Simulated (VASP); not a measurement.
A cell of KCl (rock salt) near equilibrium:

```
KCl
1.0
    0.00000     3.14500     3.14500
    3.14500     0.00000     3.14500
    3.14500     3.14500     0.00000
K Cl
1 1
Direct
  0.00000   0.00000   0.00000
  0.50000   0.50000   0.50000
```

All values below come from r2SCAN meta-GGA, VASP's PBE PAW potentials (set 64) (plane waves; VASP).

```csv
run,ΔE (meV/atom),σxx,σyy,σzz,"largest shear component, with its sign (GPa)",gap (eV)
as it is,0.0,-0.02,-0.02,-0.02,0.00,5.83
after one change,1.4,-0.83,-0.13,-0.13,0.00,5.76
```
Stress is in GPa, positive when the cell is compressed; gaps are those on the k-mesh, and 0.00 means metallic.

Question: What was changed between the two runs?
(A) uniaxial strain of +2.0 % along x
(B) uniaxial strain of +4.0 % along x
(C) uniaxial strain of +3.0 % along y

Answer: A, uniaxial strain of +2.0 % along x

The compound is KCl in the rock salt structure. The cell was not relaxed at this level.
